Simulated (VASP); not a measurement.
Given:

```yaml
crystal:
  lattice:
    - [0.00000, 2.31241, 2.31241]
    - [2.31241, 0.00000, 2.31241]
    - [2.31241, 2.31241, 0.00000]
  atoms:
    - { symbol: Zr, position: [0.00000, 0.00000, 0.00000] }
    - { symbol: C, position: [0.50000, 0.50000, 0.50000] }
```

Level of theory: PBEsol GGA, VASP's PBE PAW potentials (set 64) (plane waves; VASP). Settings: 520 eV cut-off, 13×13×13 Γ-centred mesh, first-order Methfessel-Paxton smearing of 0.10 eV, potentials Zr_sv C.

### Question
What does the run give for the energy per atom (σ→0), pressure, band gap (on the k-mesh) with the smallest direct gap where there is one?

### Answer

```yaml
band gap (on the k-mesh): none (metal, semimetal or under 0.01 eV)
energy per atom (σ→0): -991.6 kJ/mol of atoms
pressure: 7.57 GPa
```

Total energies compare only between runs with the same potentials, cut-off and functional.

The compound is ZrC in the rock salt structure. This cell is one point of a volume scan, at 0.97 of the reference volume.
